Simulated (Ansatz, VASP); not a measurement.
SbBr in VASP and in Ansatz

```
Sb Br
1.0
     0.00000    3.15919    3.15919
     3.15919    0.00000    3.15919
     3.15919    3.15919    0.00000
Sb Br
1 1
Cartesian
  3.1592 3.1592 3.1592
  0.0000 0.0000 0.0000
```

Change from the starting cell: species swapped into the YS type (Fm-3m, No. 225).

Alike in both runs: functional PBE; k mesh 6 × 6 × 6; occupations gaussian, width 0.1 eV; no spin polarisation.

Ansatz relaxed the structure, and its values are those at the end. VASP's run is a single point on that final structure, the one shown.

```csv
,VASP,Ansatz
version,VASP 6.6.1,Ansatz 0.2.0
potentials or method,"VASP PAW PBE potentials, release 64 (Sb, Br)","scalar-relativistic, plane waves, PAW"
plane-wave cutoff (eV),520,420
valence electrons in the cell,12,22
```

Ansatz gave:

```
gap on the k mesh at the Fermi level (eV) : none
pressure (GPa)                            : -0.1
```

Q: What did VASP give for the same quantities?

A: gap on the k mesh at the Fermi level (eV): none; pressure (GPa): -0.2.

A gap of «none» marks a metal or a gap that the smearing closes. With one functional, cell and mesh, what is left measures potentials, basis and numerics. The two sets of potentials don't hold the same shells in valence.

The runs have no spin-orbit coupling, so splittings on Sb are missing.
